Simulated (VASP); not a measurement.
OSZICAR of a VASP run on Ca3GeN (space group Pm-3m):

**OSZICAR**
```
       N       E                     dE             d eps       ncg     rms          rms(c)
DAV:   1     0.495668002561E+03    0.49567E+03   -0.21295E+04  1266   0.218E+03
DAV:   2     0.389922372037E+02   -0.45668E+03   -0.44510E+03  1180   0.652E+02
DAV:   3    -0.245589949442E+02   -0.63551E+02   -0.62640E+02  1815   0.168E+02
DAV:   4    -0.280896892657E+02   -0.35307E+01   -0.35103E+01  1491   0.407E+01
DAV:   5    -0.283573481818E+02   -0.26766E+00   -0.26733E+00  2163   0.924E+00    0.114E+01
DAV:   6    -0.243331385752E+02    0.40242E+01   -0.31014E+01  1384   0.181E+01    0.627E+00
DAV:   7    -0.240805379897E+02    0.25260E+00   -0.33107E+00  1411   0.701E+00    0.285E+00
DAV:   8    -0.239735677595E+02    0.10697E+00   -0.70136E-01  1502   0.437E+00    0.674E-01
DAV:   9    -0.239662346141E+02    0.73331E-02   -0.61344E-02  1721   0.131E+00    0.405E-01
DAV:  10    -0.239664807105E+02   -0.24610E-03   -0.37572E-02  1529   0.829E-01    0.133E-01
DAV:  11    -0.239650775494E+02    0.14032E-02   -0.82229E-03  1542   0.538E-01    0.836E-02
DAV:  12    -0.239652564402E+02   -0.17889E-03   -0.12930E-03  1630   0.173E-01    0.490E-02
DAV:  13    -0.239652124177E+02    0.44023E-04   -0.56489E-04  1491   0.114E-01    0.171E-02
DAV:  14    -0.239652073349E+02    0.50828E-05   -0.10381E-04  1315   0.379E-02    0.785E-03
DAV:  15    -0.239652062127E+02    0.11223E-05   -0.80768E-06  1099   0.124E-02    0.281E-03
DAV:  16    -0.239652067118E+02   -0.49912E-06   -0.60532E-06  1112   0.897E-03
   1 F= -.23965207E+02 E0= -.23907748E+02  d E =-.114918E+00
```

Which electronic solver shows in the log?

It is blocked Davidson (ALGO = Normal, or the opening steps of other solvers). The INCAR had ALGO = Normal.

Can the final energy be trusted as converged?

The calculation finished and met its thresholds. It stopped with EDIFF = 1E-6, NELM = 100 (PBEsol GGA, plane waves, VASP's PBE PAW potentials (set 64)).

The structure comes from a computed database's Ca3GeN entry; how it stands against other phases isn't given here. The cell was not relaxed at this level. The run is one of a series of settings (GGA = PS, POTCAR Ca_sv Ge_d N (PBE.64 set) against the base run), some of them coarse on purpose. The electron count is odd and the run is not spin-polarised, which forces a metal.
